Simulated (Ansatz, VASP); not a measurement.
# Zn2In2Ga2O7 (amorphous InGaZnO3.50) in two plane-wave programs, part 3 of 3

One calculation is typed for both programs; each brings its own data sets. How far apart do they land? Of the first pair: The structure shown is the start of the Ansatz relaxation below; VASP solves that cell, so the two are compared at the walk's first step.

VASP 6.6.1 and Ansatz 0.2.0.

So far. Step 3 (VASP: single point, PBE, start cell, pair 1): The run ends at a pressure of 3.95 GPa, with forces up to 1.3 eV/Å.

### Step 6. VASP: single point, PBE, relaxed cell, pair 2

Level of this step: PBE; plane waves and PAW (In_d, Ga_d, Zn, O) (VASP).

The same cell, functional, mesh and smearing now go to VASP, with its own data sets.

Contents of INCAR:

```
SYSTEM = Zn2In2Ga2O7
PREC = Accurate
ENCUT = 600
EDIFF = 1E-06
NELM = 120
ISMEAR = -1
SIGMA = 0.025
LREAL = Auto
ALGO = Normal
GGA = PE
NBANDS = 416
LORBIT = 11
LWAVE = .FALSE.
LCHARG = .FALSE.
ISIF = 2
LASPH = .TRUE.
GGA_COMPAT = .FALSE.
EFERMI = MIDGAP
NCORE = 2
```

Contents of POSCAR:

```
Zn2In2Ga2O7
1.0
   10.6421560000      0.5036700000      0.2011710000
    0.5036700000     10.4161520000      0.5141560000
    0.2011710000      0.5141560000     10.3244000000
In Ga Zn O
12 12 12 42
Direct
    0.6486700000      0.2168400000      0.6734800000
    0.4354400000      0.1445100000      0.4657900000
    0.7108300000      0.9042600000      0.7209400000
    0.5128300000      0.3116600000      0.1325300000
    0.8634000000      0.4985000000      0.9430900000
    0.3698100000      0.6800600000      0.7640700000
    0.7343300000      0.1318800000      0.3025300000
    0.1766900000      0.8137000000      0.3679200000
    0.4877700000      0.8753100000      0.5454000000
    0.0278800000      0.6264500000      0.1852200000
    0.2968600000      0.4191000000      0.2560300000
    0.9535600000      0.0652800000      0.7797100000
    0.7332800000      0.6025000000      0.2382200000
    0.9927800000      0.6089400000      0.6067000000
    0.8403300000      0.8050900000      0.3960800000
    0.5783600000      0.4380300000      0.9045600000
    0.0568200000      0.9680900000      0.0733200000
    0.1941200000      0.1371700000      0.2740800000
    0.7848700000      0.1724400000      0.0137700000
    0.5850700000      0.7246100000      0.9923500000
    0.9678200000      0.0869900000      0.4542700000
    0.6925200000      0.5752300000      0.6311700000
    0.2914200000      0.0283400000      0.7891100000
    0.0306200000      0.7627400000      0.8606100000
    0.5541300000      0.4219100000      0.4356100000
    0.3795600000      0.9817200000      0.1104100000
    0.8824800000      0.3931000000      0.4532600000
    0.7941800000      0.8613000000      0.0734800000
    0.1507400000      0.5025000000      0.8741300000
    0.4657900000      0.7116700000      0.2871100000
    0.1872300000      0.1904400000      0.9660100000
    0.1162800000      0.2864700000      0.6409100000
    0.2775500000      0.7313700000      0.0674800000
    0.3463100000      0.3210300000      0.7498800000
    0.2662900000      0.5443500000      0.5358600000
    0.9877700000      0.3231100000      0.1813500000
    0.0413700000      0.4866700000      0.0451600000
    0.8848800000      0.5123500000      0.2851500000
    0.4895500000      0.6117500000      0.9183400000
    0.5747200000      0.2548200000      0.3486400000
    0.5761500000      0.5570800000      0.2925800000
    0.7226400000      0.5032500000      0.8038800000
    0.7857800000      0.1661300000      0.8360700000
    0.2893900000      0.1721200000      0.6535700000
    0.9896000000      0.1649200000      0.6036400000
    0.1393400000      0.3090800000      0.3020800000
    0.0961000000      0.1423200000      0.1230700000
    0.5185900000      0.3395300000      0.7797300000
    0.3573400000      0.8818300000      0.7157800000
    0.1177200000      0.0146600000      0.8854500000
    0.9873200000      0.6058500000      0.7944300000
    0.1606000000      0.3209500000      0.8278800000
    0.8270200000      0.6828700000      0.5513900000
    0.8298900000      0.9823100000      0.4305500000
    0.3675200000      0.4137400000      0.4544400000
    0.8493000000      0.3199600000      0.0569800000
    0.6752500000      0.8615400000      0.9301400000
    0.2041600000      0.8897400000      0.1542200000
    0.2241800000      0.6195400000      0.2285300000
    0.0138600000      0.4388000000      0.5646400000
    0.1368400000      0.6864200000      0.5428900000
    0.2897700000      0.5141700000      0.7267200000
    0.2032800000      0.7010300000      0.9003800000
    0.1231800000      0.0158500000      0.3979600000
    0.7319000000      0.7845000000      0.2612200000
    0.8810900000      0.0212000000      0.0893300000
    0.9953500000      0.7750600000      0.3137100000
    0.7058900000      0.4255500000      0.5401900000
    0.4527700000      0.7929000000      0.1047400000
    0.9273800000      0.8765100000      0.7487800000
    0.6451200000      0.1366200000      0.1239600000
    0.3681100000      0.7848700000      0.4203600000
    0.3526800000      0.0835100000      0.9396900000
    0.9813800000      0.7910000000      0.0342200000
    0.3662500000      0.0978500000      0.2554900000
    0.7310100000      0.6184600000      0.0562700000
    0.5388300000      0.6774100000      0.6263400000
    0.8885100000      0.2311200000      0.3508700000
```

Contents of KPOINTS:

```
Automatic mesh
0
Gamma
1 1 1
0 0 0
```

Potentials, in the order of the species: In_d, Ga_d, Zn and O (PBE family, release 64).

Launch:

```console
mpirun -np 8 vasp_gam
```

Numbers of over 12 decimals in the logs are rounded to 6 here.

Log:

```text
[... set-up lines as in an earlier step ...]
 entering main loop
       N       E                     dE             d eps       ncg     rms          rms(c)
DAV:   1     0.176705919409E+05    0.17671E+05   -0.31728E+05   840   0.324E+03
DAV:   2     0.467846082353E+04   -0.12992E+05   -0.12334E+05   832   0.986E+02
DAV:   3     0.442046345231E+03   -0.42364E+04   -0.40049E+04   952   0.404E+02
DAV:   4    -0.377153154080E+03   -0.81920E+03   -0.78651E+03   992   0.176E+02
[...]
DAV:  21    -0.396730464714E+03    0.25858E-05   -0.12567E-05  1056   0.378E-02    0.188E-02
DAV:  22    -0.396730464393E+03    0.32088E-06   -0.15478E-05  1136   0.184E-02    0.911E-03
DAV:  23    -0.396730465251E+03   -0.85760E-06   -0.95063E-06   776   0.980E-03
   1 F= -.39673047E+03 E0= -.39673047E+03  d E =-.120491E-07
```

From OUTCAR (step 6):

```text
  Total        2.3613188      2.2952647      2.0343074     -0.4173681      0.0913089      0.3713493
  in kB        3.3223919      3.2294533      2.8622846     -0.5872398      0.1284723      0.5224910
  external PRESSURE =       3.1380433 kB  Pullay stress =       0.0000000 kB

 POSITION                                       TOTAL-FORCE (eV/Angst)
 -----------------------------------------------------------------------------------
      7.14795      2.93163      7.19526         0.015367     -0.016842     -0.027562
      4.80051      1.96404      4.97090        -0.002732     -0.017161     -0.012488
      8.16524     10.14761      8.05120         0.015905      0.017617     -0.034312
      5.64125      3.57274      1.63170        -0.001724     -0.000183     -0.017355
      9.62924      6.11222     10.16684        -0.000878      0.023256     -0.013245
      4.43181      7.66272      8.31262         0.015337     -0.001590     -0.020871
      7.94214      1.89909      3.33897         0.000189     -0.020831      0.000040
      2.36421      8.75378      4.25247         0.009971      0.002279     -0.008393
      5.74151      9.64346      6.17910         0.026840      0.026966     -0.006912
      0.64949      6.63447      2.23999        -0.017273      0.011962      0.000808
      3.42182      4.64657      2.91856         0.016523     -0.021058     -0.021556
     10.33767      1.56114      8.27543        -0.000138      0.008662      0.022706
      8.15506      6.76754      2.91677        -0.017129     -0.018652      0.010643
     10.99407      7.15478      6.77662         0.008704      0.014480      0.004633
[...]
-----------------------------------------------------------------------------------
    total drift:                                0.014152     -0.031965     -0.007396

  FREE ENERGIE OF THE ION-ELECTRON SYSTEM (eV)
  ---------------------------------------------------
  free  energy   TOTEN  =      -396.7304652508 eV

  energy  without entropy=     -396.7304652388  energy(sigma->0) =     -396.73046524

[... 1 part as in an earlier step ...]

[... 2 further parts left out ...]
[key lines of the parts left out:]
E-fermi :   4.3043
```

The run ends at a pressure of 0.31 GPa, with forces up to 0.092 eV/Å.

### Step 7. Differences

What differs besides the data sets and the points named for the pairs above, as far as they apply: the cutoff is 420 eV in Ansatz and 600 eV in VASP (PREC = Accurate, projectors in real space). Total energies have different zeros and are not compared.

Both answers:

| quantity | Ansatz | VASP | difference |
| --- | --- | --- | --- |
| pressure (GPa) | 0.00 | 0.31 | -0.32 |
| gap on the k mesh (eV) | 0.944 | 0.946 | -0.002 |

Forces on 8 of the 78 atoms, those with the largest forces and the largest differences (eV/Å; atoms numbered as in POSCAR):

| atom | Ansatz x, y, z | VASP x, y, z |
| --- | --- | --- |
| Ga16 | 0.004, -0.021, -0.011 | 0.003, -0.055, 0.045 |
| O44 | 0.016, 0.010, -0.011 | 0.025, 0.003, -0.060 |
| O47 | 0.001, 0.002, 0.007 | -0.048, 0.002, 0.057 |
| O52 | -0.029, -0.003, -0.011 | -0.062, 0.009, -0.053 |
| O55 | 0.005, 0.012, 0.008 | 0.011, -0.058, -0.012 |
| O61 | -0.001, -0.010, 0.009 | -0.031, 0.058, 0.012 |
| O72 | -0.009, -0.015, 0.004 | -0.050, 0.016, 0.075 |
| O75 | 0.006, -0.001, 0.011 | 0.052, 0.023, 0.043 |

The forces differ by 21 meV/Å r.m.s., where the r.m.s. force is 0.008 eV/Å in Ansatz and 0.022 eV/Å in VASP: the atoms lie near their places of rest in Ansatz, so a percentage would say little (all taken over all components). A gap on the mesh is an upper bound, since the band edges may lie between its points.

### Step 8. What came out

- r.m.s. force difference (single point, PBE, start cell, pair 1): 10 % of the r.m.s. force
- r.m.s. force difference (single point, PBE, relaxed cell, pair 2): 21 meV/Å

**Reading.** The r.m.s. force difference is 10 % of the r.m.s. force (single point, PBE, start cell, pair 1), beyond the 3 % picked in this series as the mark of a large difference. What causes the difference of the single point, PBE, start cell, pair 1 pair stays open here. What causes the difference of the single point, PBE, relaxed cell, pair 2 pair stays open here. How closely two codes agree says nothing of how well the functional describes the real material.

[Lines on the potential files, build, host, timing and source positions are cut from VASP's logs without a mark.]

[Logs are printed without paths, hosts, clocks, repeated set-up lines and the standing remarks that a program may print on its own settings, such as how far it seeks lower states.]

[Hosts, paths, dates, database ids (printed as entryN), source tags and the programs' standing remarks are cut or masked in the printed files.]
